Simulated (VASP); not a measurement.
The system is HfIn4SiO6.

```xyz
12
Lattice="2.7159 -4.7036 0.0083 2.7159 4.7036 0.0083 -1.8792 0.0000 7.4013" Properties=species:S:1:pos:R:3 pbc="T T T"
Hf    2.7159   -2.7125    0.0083
In    1.7763   -1.1453    3.7090
In    2.7159    0.4231    0.0083
In    1.7763    2.0313    3.7090
In    1.7763   -4.3098    3.7090
Si    2.7159    3.5589    0.0083
O    -1.1497    0.2444    6.4159
O     4.7022    0.2444    1.0021
O     1.9910   -1.2091    6.4253
O     1.5616   -1.2091    0.9927
O     1.8741    2.2355    0.9933
O     1.6785    2.2355    6.4246
```

The cell was built by a generator and needn't be a form met in nature.

| Item | Value |
| --- | --- |
| Program | VASP 6.6.1 |
| Task | relaxation of cell and atoms |
| Functional | PBE |
| Dispersion | TS |
| Potentials or basis | VASP PAW PBE potentials, release 64 (Hf_pv, In_d, Si, O) |
| Cutoff | 600 eV |
| k mesh | 6 × 6 × 4 |
| Occupations | fermi-dirac, width 0.05 eV |
| Spin | no spin polarisation |

At the start: pressure -3.0 GPa; volume 15.77 Å³/atom.

**Question.** How do energy, volume and symmetry change on relaxing?

**Answer.** Over 15 steps the energy falls by 5.0 meV/atom and the volume is 15.26 Å³/atom (-3.2 %); space group C2 (No. 5, to 0.05 Å).

The path:
```csv
step,energy change (eV),largest force (eV/Å),pressure (GPa),volume (Å³)
1,0.0000,0.1337,-2.97,189.24
2,-0.0108,0.4474,2.65,181.35
3,-0.0437,0.2211,-0.10,185.00
4,-0.0437,0.2283,0.00,184.86
5,-0.0539,0.0834,-0.06,184.21
6,-0.0551,0.0562,-0.07,184.03
7,-0.0555,0.0727,-0.10,183.69
8,-0.0556,0.0496,-0.09,183.88
9,-0.0586,0.0201,-0.05,183.52
10,-0.0590,0.0152,-0.04,183.46
11,-0.0595,0.0092,-0.03,183.33
12,-0.0601,0.0203,0.01,183.08
13,-0.0599,0.0112,-0.02,183.22
14,-0.0599,0.0120,-0.02,183.21
15,-0.0599,0.0051,0.03,183.14
```

Final structure:
```xyz
12
Lattice="2.6891 -4.6527 0.0082 2.6891 4.6527 0.0082 -1.8606 0.0000 7.3132" Properties=species:S:1:pos:R:3 pbc="T T T"
Hf    2.6891   -2.6825    0.0082
In    1.7588   -1.1279    3.6648
In    2.6891    0.4189    0.0082
In    1.7588    2.0042    3.6648
In    1.7588   -4.2631    3.6648
Si    2.6891    3.5207    0.0082
O    -1.1417    0.2456    6.3208
O     4.6593    0.2456    1.0089
O     1.9703   -1.2012    6.3296
O     1.5474   -1.2012    1.0001
O     1.8508    2.2120    1.0004
O     1.6669    2.2120    6.3293
```

Caveat: atom-pairwise D2, TS and ULG terms overbind metals; pairwise dispersion overbinds metals, which lowers pressure and volume.
